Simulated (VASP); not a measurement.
An input for Quantum ESPRESSO's pw.x (written as the equivalent of a VASP run, and not itself run):

```
&CONTROL
  calculation = 'vc-relax'
  pseudo_dir = './pseudo'
  outdir = './out'
  tprnfor = .true.
  tstress = .true.
  nstep = 60
  forc_conv_thr = 0.00078
/
&SYSTEM
  ibrav = 0
  nat = 5
  ntyp = 3
  ecutwfc = 84
  occupations = 'smearing'
  smearing = 'gaussian'
  degauss = 0.003675
  input_dft = 'revpbe'
/
&ELECTRONS
  conv_thr = 7.3e-08
  electron_maxstep = 100
/
&IONS
/
&CELL
/
ATOMIC_SPECIES
  Ba 137.327 Ba.upf
  Ti 47.867 Ti.upf
  O 15.999 O.upf
CELL_PARAMETERS angstrom
     4.0142676    0.0000000    0.0000000
     0.0000000    4.0142676   -0.0000000
     0.0000000    0.0000000    4.3085291
ATOMIC_POSITIONS crystal
  Ba   0.0000000  0.0000000  0.0148900
  Ti   0.5000000  0.5000000  0.5338503
  O    0.5000000  0.5000000  0.9527068
  O    0.0000000  0.5000000  0.4812765
  O    0.5000000  0.0000000  0.4812765
K_POINTS automatic
  5 5 5 0 0 0
```

Problem. Write the VASP files for the same calculation (revPBE).

Solution. This is not unique; one that fits is 
POSCAR:
```
BaTiO3
1.0
  4.0142676145   0.0000000000   0.0000000000
  0.0000000000   4.0142676145   0.0000000000
  0.0000000000   0.0000000000   4.3085291372
Ba Ti O
1 1 3
Cart
  0.0000000000   0.0000000000   0.0641539170
  2.0071338072   2.0071338072   2.3001095449
  2.0071338072   2.0071338072   4.1047650186
  0.0000000000   2.0071338072   2.0735936570
  2.0071338072   0.0000000000   2.0735936570
```

**INCAR**
```
LMAXMIX = 4   # l cut-off of mixed one-centre charges
LCHARG = .False.
NSW = 60
LWAVE = .False.
ENCUT = 520   # plane-wave cut-off (eV)
ALGO = Normal   # blocked Davidson
EDIFF = 1E-6   # SCF stop (eV)
LASPH = .True.   # aspherical one-centre terms
ISMEAR = 0   # Gaussian
GGA = RE   # revPBE
ISIF = 3   # ions, shape and volume
LREAL = .False.   # projection in real space or not
PREC = Accurate
SIGMA = 0.05
NELM = 100   # most electronic steps
SYSTEM = BaTiO3
EDIFFG = -0.02
IBRION = 2
```

KPOINTS:
```
Automatic mesh
0
Gamma
5 5 5
0 0 0
```

POTCAR, in this order: Ba_sv Ti_sv O (PBE.64 set). Program: vasp_std.

What does not carry over: the potentials are each code's own (VASP's PAW set, PseudoDojo norm-conserving files in pw.x), so ENCUT and ecutwfc are chosen apart and not converted; conv_thr bounds pw.x's estimated SCF error, while EDIFF bounds the energy change between steps; forc_conv_thr acts on force components and is met together with etot_conv_thr.

The compound is BaTiO3 in the tetragonal perovskite structure. This run relaxes it. Symmetry was kept, so distortions that lower it aren't found. The start is the result of an earlier pass.
